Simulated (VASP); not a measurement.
A VASP calculation is set up with these files.

**KPOINTS**
```
Automatic mesh
0
Gamma
6 6 6
0 0 0
```

### INCAR
```
ALGO  =  Normal
EDIFF  =  1E-6
EDIFFG  =  -0.02
ENCUT  =  500
GGA  =  PS
IBRION  =  2
ISIF  =  3
ISMEAR  =  0
LASPH  =  .TRUE.
LCHARG  =  .FALSE.
LREAL  =  .FALSE.
LWAVE  =  .FALSE.
NELM  =  100
NSW  =  40
PREC  =  Accurate
PSTRESS  =  300
SIGMA  =  0.05
SYSTEM  =  K2S
```

POSCAR:
```
K2S
1.0
  0.0000000000   3.1078864789   3.1078864789
  3.1078864789   0.0000000000   3.1078864789
  3.1078864789   3.1078864789   0.0000000000
K S
2 1
Cart
  1.5539432394   1.5539432394   1.5539432394
  4.6618297183   4.6618297183   4.6618297183
  0.0000000000   3.1078864789   3.1078864789
```

POTCAR, in this order: K_sv S (PBE.64 set). Program: vasp_std.

Q: Write an equivalent input for Ansatz.

A: One equivalent input (not run):
Ansatz 0.2 input:
```yaml
crystal:
  lattice:
    - [0.0000000, 3.1078865, 3.1078865]
    - [3.1078865, 0.0000000, 3.1078865]
    - [3.1078865, 3.1078865, 0.0000000]
  atoms:
    - { symbol: K, position: [0.2500000, 0.2500000, 0.2500000] }
    - { symbol: K, position: [0.7500000, 0.7500000, 0.7500000] }
    - { symbol: S, position: [1.0000000, 0.0000000, 0.0000000] }
kpoints:
  mp_grid: { grid: [6, 6, 6] }
hamiltonian:
  xc: pbesol
  pseudopotentials: { kind: paw }
scf:
  occupations: { method: gaussian, width: 0.05 }
  max_iter: 100
relax:
  max_steps: 40
  f_tol: 0.02
  cell: { p_target: 30 }
output: { forces: true, stress: true, eigenvalues: true }
```
What does not carry over: each code has its own PAW files, so the cut-off isn't converted (ENCUT is set for VASP's; basis.ecutwfc is left out, and Ansatz then takes the one that its files recommend); Ansatz stops its SCF on the density residual and VASP on the energy change (EDIFF).

The compound is K2S in the antifluorite structure. It was relaxed first under an external pressure of 30 GPa.
